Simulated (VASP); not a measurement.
All values below come from PBE GGA, VASP's PBE PAW potentials (set 64) (plane waves; VASP).

The input files of a VASP run:

**KPOINTS**
```
Automatic
0
G
 5 5 1
0 0 0
```

**POSCAR**
```
Pd16CO
1
    5.5764177466    -0.0000000000    -0.0000000000
   -0.0000000000     5.5764177466     0.0000000000
    0.0000000000     0.0000000000    20.1058707861
Pd C O
16 1 1
Direct
  0.2500000000   0.2500000000   0.3533238520
  0.7500000000   0.2500000000   0.3554588037
  0.2500000000   0.7500000000   0.3554588037
  0.7500000000   0.7500000000   0.3525634579
  0.9967961760   0.9967961760   0.4516713515
  0.5032038240   0.9967961760   0.4516713515
  0.9967961760   0.5032038240   0.4516713515
  0.5032038240   0.5032038240   0.4516713515
  0.2500000000   0.2500000000   0.5468916735
  0.7500000000   0.2500000000   0.5493760071
  0.2500000000   0.7500000000   0.5493760071
  0.7500000000   0.7500000000   0.5548222462
  0.0064167562   0.0064167562   0.6498185050
  0.4935832438   0.0064167562   0.6498185050
  0.0064167562   0.4935832438   0.6498185050
  0.4935832438   0.4935832438   0.6498185050
  0.2500000000   0.2500000000   0.6999457602
  0.2500000000   0.2500000000   0.7595569624
```

INCAR:
```
SYSTEM=Pd16CO
PREC=Normal; ENCUT=400; LREAL=.False.
LASPH=.True.
EDIFF=1E-5; NELM=100; NELMIN=4
ALGO=Normal; LMAXMIX=4
ISMEAR=1; SIGMA=0.1
GGA=PE
IBRION=2; NSW=120; ISIF=2
EDIFFG=-0.03
LWAVE=.True.; LCHARG=.False.
DIPOL=0.5 0.5 0.5
LDIPOL=.True.; IDIPOL=3
```

POTCAR, in this order: Pd C O (PBE.64 set). Program: vasp_std.

Task: Predict the energy per atom (σ→0), band gap (on the k-mesh).

Result: 
The energy per atom (σ→0) comes out as -505.0 kJ/mol of atoms and the band gap (on the k-mesh) comes out as none (metal, semimetal or under 0.01 eV).

### OSZICAR
```
...
   9 F= -.94215928E+02 E0= -.94203214E+02  d E =-.144027E-02
       N       E                     dE             d eps       ncg     rms          rms(c)
DAV:   1    -0.942159269816E+02    0.10337E-07   -0.13807E-02  1236   0.333E-01    0.203E-02
DAV:   2    -0.942159579608E+02   -0.30979E-04   -0.27621E-04  1304   0.688E-02    0.393E-02
DAV:   3    -0.942159672973E+02   -0.93364E-05   -0.18747E-04   980   0.684E-02    0.505E-02
DAV:   4    -0.942159457813E+02    0.21516E-04   -0.79846E-05   754   0.448E-02    0.166E-02
DAV:   5    -0.942159441855E+02    0.15958E-05   -0.56755E-06   696   0.146E-02
  10 F= -.94215944E+02 E0= -.94203235E+02  d E =-.145657E-02
```

The cell is a thin slab with vacuum, built from Pd (fcc): (100) face, CO adsorbed.
